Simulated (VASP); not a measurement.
Consider the following.

```
CELL_PARAMETERS angstrom
      3.13057     0.00000     0.00000
     -1.56528     2.71115     0.00000
      0.00000     0.00000    12.16830
ATOMIC_POSITIONS crystal
  W  0.33333 0.66667 0.25000
  W  0.66667 0.33333 0.75000
  S  0.33333 0.66667 0.62155
  S  0.66667 0.33333 0.37845
  S  0.66667 0.33333 0.12155
  S  0.33333 0.66667 0.87845
```

These are LDA (Ceperley-Alder, Perdew-Zunger), VASP's LDA PAW potentials (set 64) (plane waves; VASP) values and carry that method's errors. Numerical set-up: 400 eV cut-off, 9×9×2 Γ-centred mesh, tetrahedra with Blöchl corrections, potentials W_sv S.

The cores are frozen, which limits the accuracy of field gradients.

### Question
Give the principal components of the electric field gradient (V/Å²) and the asymmetry η at each nucleus.

### Answer

```
atom   Vxx   Vyy     Vzz     η
----  ----  ----  ------  ----
W1    81.1  81.1  -162.3  0.00
W2    81.1  81.1  -162.3  0.00
S3    22.8  22.8   -45.6  0.00
S4    22.8  22.8   -45.6  0.00
S5    22.8  22.8   -45.6  0.00
S6    22.8  22.8   -45.6  0.00
```

The structure comes from a computed database's WS2 entry (P6_3/mmc); how it stands against other phases isn't given here. It was relaxed first, which changed the volume by -9 %.
